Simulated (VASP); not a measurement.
Output of a VASP run:

File OSZICAR:
```
       N       E                     dE             d eps       ncg     rms          rms(c)
DAV:   1     0.199169709305E+03    0.19917E+03   -0.14678E+04  2816   0.210E+03
DAV:   2    -0.725979597780E+01   -0.20643E+03   -0.19941E+03  2808   0.369E+02
DAV:   3    -0.176695053698E+02   -0.10410E+02   -0.95855E+01  2988   0.111E+02
DAV:   4    -0.179167009590E+02   -0.24720E+00   -0.24439E+00  3216   0.156E+01
DAV:   5    -0.179248181247E+02   -0.81172E-02   -0.81033E-02  3424   0.260E+00    0.193E+01
DAV:   6    -0.188650788775E+02   -0.94026E+00   -0.72105E+01  3108   0.139E+02    0.203E+01
DAV:   7    -0.138971850379E+02    0.49679E+01   -0.21118E+01  3076   0.747E+01    0.242E+00
DAV:   8    -0.138758023256E+02    0.21383E-01   -0.44543E-01  3008   0.569E+00    0.144E+00
DAV:   9    -0.138542811648E+02    0.21521E-01   -0.45495E-02  3652   0.306E+00    0.627E-01
DAV:  10    -0.138551013975E+02   -0.82023E-03   -0.15119E-03  3316   0.446E-01    0.603E-01
DAV:  11    -0.138588258554E+02   -0.37245E-02   -0.33724E-03  3552   0.973E-01    0.532E-01
DAV:  12    -0.138584150217E+02    0.41083E-03   -0.20842E-02  3384   0.243E+00    0.518E-01
DAV:  13    -0.138604208622E+02   -0.20058E-02   -0.24094E-03  3292   0.957E-01    0.199E-01
DAV:  14    -0.138608398250E+02   -0.41896E-03   -0.74868E-04  3572   0.425E-01    0.433E-02
DAV:  15    -0.138608438020E+02   -0.39770E-05   -0.14398E-04  3508   0.168E-01    0.410E-02
DAV:  16    -0.138608480669E+02   -0.42649E-05   -0.96804E-06  3016   0.557E-02    0.304E-02
DAV:  17    -0.138608546150E+02   -0.65481E-05   -0.19324E-05  3324   0.732E-02    0.284E-03
DAV:  18    -0.138608547887E+02   -0.17371E-06   -0.13525E-06  1664   0.151E-02
   1 F= -.13860855E+02 E0= -.13860323E+02  d E =-.138609E+02  mag=     0.6864
```

File OUTCAR:
```
------------------------ aborting loop because EDIFF is reached ----------------------------------------
  FORCE on cell =-STRESS in cart. coord.  units (eV):
  Direction    XX          YY          ZZ          XY          YZ          ZX
  --------------------------------------------------------------------------------------
  Total        0.0015881      0.0015881      0.0015881      0.0000000      0.0000000     -0.0000000
  in kB        0.0571484      0.0571484      0.0571484      0.0000000      0.0000000     -0.0000000
  external PRESSURE =       0.0571484 kB  Pullay stress =       0.0000000 kB
  volume of cell :       44.52
      direct lattice vectors                 reciprocal lattice vectors
     3.544265835  0.000000000  0.000000000     0.282145879  0.000000000  0.000000000
     0.000000000  3.544265835  0.000000000     0.000000000  0.282145879  0.000000000
     0.000000000  0.000000000  3.544265835     0.000000000  0.000000000  0.282145879
 POSITION                                       TOTAL-FORCE (eV/Angst)
 -----------------------------------------------------------------------------------
      0.00000      0.00000      0.00000         0.000000      0.000000      0.000000
      0.00000      1.77213      1.77213         0.000000      0.000000      0.000000
      1.77213      0.00000      1.77213         0.000000      0.000000      0.000000
      1.77213      1.77213      0.00000         0.000000      0.000000      0.000000
 -----------------------------------------------------------------------------------
    total drift:                                0.000000      0.000000      0.000000
  FREE ENERGIE OF THE ION-ELECTRON SYSTEM (eV)
  ---------------------------------------------------
  free  energy   TOTEN  =       -13.8608547887 eV

  energy  without entropy=      -13.8592582256  energy(sigma->0) =      -13.86032260

 total charge

# of ion       s       p       d       tot
------------------------------------------
    1        0.407   0.395   0.000   0.803
    2        0.502   0.526   8.406   9.435
    3        0.502   0.526   8.406   9.435
    4        0.502   0.526   8.406   9.435
--------------------------------------------------
tot          1.913   1.974  25.219  29.106

 magnetization (x)

# of ion       s       p       d       tot
------------------------------------------
    1       -0.001  -0.007   0.000  -0.008
    2       -0.003  -0.008   0.254   0.243
    3       -0.003  -0.008   0.254   0.243
    4       -0.003  -0.008   0.254   0.243
--------------------------------------------------
tot         -0.009  -0.032   0.762   0.721

 reached required accuracy - stopping structural energy minimisation
```
(Selected blocks of OUTCAR.)

### POSCAR
```
Ni3Al
1
    3.5442658352    -0.0000000000     0.0000000000
   -0.0000000000     3.5442658352    -0.0000000000
    0.0000000000    -0.0000000000     3.5442658352
Al Ni
1 3
Direct
  0.0000000000   0.0000000000   0.0000000000
  0.0000000000   0.5000000000   0.5000000000
  0.5000000000   0.0000000000   0.5000000000
  0.5000000000   0.5000000000   0.0000000000
```

Question: Write an INCAR and KPOINTS that could have produced this output.

Answer: One answer among several that fit: the input of the run itself, rev-vdW-DF2, plane waves, VASP's PBE PAW potentials (set 64).

### INCAR
```
# general
SYSTEM    =  Ni3Al
PREC      =  Accurate
ENCUT     =  520
LREAL     =  .False.
LASPH     =  .True.

# electronic loop
EDIFF     =  1E-6
NELM      =  100
ALGO      =  Normal
LMAXMIX   =  4

# smearing
ISMEAR    =  1
SIGMA     =  0.1

# functional
GGA       =  MK
LUSE_VDW  =  .True.
AGGAC     =  0.0
PARAM1    =  0.1234568
PARAM2    =  0.7114
ZAB_VDW   =  -1.8867

# spin
ISPIN     =  2
MAGMOM    =  -0.0 3*0.2

# ions
IBRION    =  2
NSW       =  60
ISIF      =  3
EDIFFG    =  -0.02

# output
LWAVE     =  .False.
LCHARG    =  .False.
LORBIT    =  10
```

### KPOINTS
```
Automatic mesh
0
Gamma
8 8 8
0 0 0
```

POTCAR, in this order: Al Ni (PBE.64 set). Program: vasp_std.

The compound is Ni3Al in the L1_2 structure. It was relaxed first. The start is the result of an earlier pass.
